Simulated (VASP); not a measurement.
ErSi2 (relaxed from the CrSi2 structure, space group P6_222): computed properties

These are r2SCAN meta-GGA, VASP's PBE PAW potentials (set 64) (plane waves; VASP 6.6.1) values and carry that method's errors.

| Quantity | Result |
|---|---|
| space group | P6_222 (180) |
| cell | a = b = 5.3066 Å, c = 7.1793 Å, α = β = 90.00°, γ = 120.00° |
| volume per atom | 19.45 Å^3/atom |
| band gap (over mesh and band path) | none (metal, semimetal or under 0.01 eV) |
| density | 6.36 g/cm³ |

```
CELL_PARAMETERS angstrom
      5.30657     0.00000     0.00000
     -2.65328     4.59562     0.00000
      0.00000     0.00000     7.17935
ATOMIC_POSITIONS crystal
  Er 0.50000 0.00000 0.00000
  Er 0.50000 0.50000 0.33333
  Er 0.00000 0.50000 0.66667
  Si 0.13294 0.26588 0.00000
  Si 0.86706 0.13294 0.33333
  Si 0.73412 0.86706 0.66667
  Si 0.86706 0.73412 0.00000
  Si 0.13294 0.86706 0.33333
  Si 0.26588 0.13294 0.66667
```

The 4f electrons are frozen in the core of the lanthanide potential, so 4f levels, which can set the real gap, and their magnetism are missing.

The structure was generated: ErSi2 was put into the CrSi2 type (P6_222), which need not be its known phase. It was relaxed first. Symmetry was kept, so distortions that lower it aren't found. The electron count is odd and the run is not spin-polarised, which forces a metal.
